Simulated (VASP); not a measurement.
A convergence study with VASP on Li2Se (antifluorite): one setting is varied, all else stays as given below, so the limit is that of these other settings. Each run relaxes cell and ions from the cell shown. The basis is that of the starting cell, so low cut-offs carry a Pulay error.

```
CELL_PARAMETERS angstrom
      0.00000     3.00000     3.00000
      3.00000     0.00000     3.00000
      3.00000     3.00000     0.00000
ATOMIC_POSITIONS crystal
  Li 0.25000 0.25000 0.25000
  Li 0.75000 0.75000 0.75000
  Se 0.00000 0.00000 0.00000
```

The numbers are results of PBE GGA, VASP's PBE PAW potentials (set 64) (plane waves; VASP 6.6.1), not measurements. The tightest run used: 800 eV cut-off, 5×5×5 Γ-centred mesh, Gaussian smearing of 0.050 eV, potentials Li_sv Se.

Gaps are read on the run's mesh, which can miss a band edge.

Problem. The settings run are ENCUT = 250; ENCUT = 300; ENCUT = 350; ENCUT = 400; ENCUT = 450; ENCUT = 500; ENCUT = 550; ENCUT = 600; ENCUT = 750; ENCUT = 800. From which on does the relaxed volume stay within 0.1 Å³/atom of the tightest run?

Solution. From ENCUT = 500 on: it is off by 0.012 there and by no more than 0.1 in any finer run, while ENCUT = 450 is off by 0.234.
```tsv
setting	relaxed volume (Å³/atom)	E (eV/atom)	gap on the mesh (eV)	plane waves	difference judged (Å³/atom)
ENCUT = 250	16.294	-4.8257	3.047	531	1.731
ENCUT = 300	16.080	-4.0832	3.087	647	1.945
ENCUT = 350	16.597	-3.8111	3.151	821	1.428
ENCUT = 400	17.280	-3.7327	3.196	990	0.745
ENCUT = 450	17.791	-3.7139	3.221	1211	0.234
ENCUT = 500	18.014	-3.7105	3.230	1386	0.012
ENCUT = 550	18.058	-3.7101	3.231	1596	0.033
ENCUT = 600	18.017	-3.7101	3.230	1829	0.008
ENCUT = 750	18.015	-3.7096	3.232	2565	0.010
ENCUT = 800	18.025	-3.7096	3.232	2790	0.000
```

Left out are rungs that failed or repeat a setting and relaxations that didn't move; long series are thinned to 24 rows.

The compound is Li2Se in the antifluorite structure.
